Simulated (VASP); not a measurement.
Input:

```yaml
crystal:
  lattice:
    - [4.18666, 2.08900, 2.08900]
    - [2.08900, 4.18666, 2.08900]
    - [2.08900, 2.08900, 4.18666]
  atoms:
    - { symbol: Ni, position: [0.00000, 0.00000, 0.00000], spin: 1.4 }
    - { symbol: Ni, position: [0.50000, 0.50000, 0.50000], spin: -1.4 }
    - { symbol: O, position: [0.25000, 0.25000, 0.25000] }
    - { symbol: O, position: [0.74107, 0.74107, 0.77682] }
```

Computed with PBE GGA, VASP's PBE PAW potentials (set 64) (plane waves; VASP). Settings: 600 eV cut-off, 8×8×8 Γ-centred mesh, Gaussian smearing of 0.050 eV, potentials Ni O.

**Question.** Estimate the cell moment, energy per atom (σ→0), largest force.

**Answer.** 
* **cell moment**: 0.00 μB
* **energy per atom (σ→0)**: -5.869 eV/atom
* **largest force**: 0.01795 Ry/bohr

**Question.** Give the moment on each site (PAW-sphere projection).

**Answer.** 
| site | moment (μB) |
|---|---|
| Ni1 | 1.35 |
| Ni2 | -1.34 |
| O3 | 0.01 |
| O4 | -0.01 |

Total energies compare only between runs with the same potentials, cut-off and functional.

The compound is NiO in the rock salt, AFM-II order structure. This cell was strained or had an atom moved on purpose.
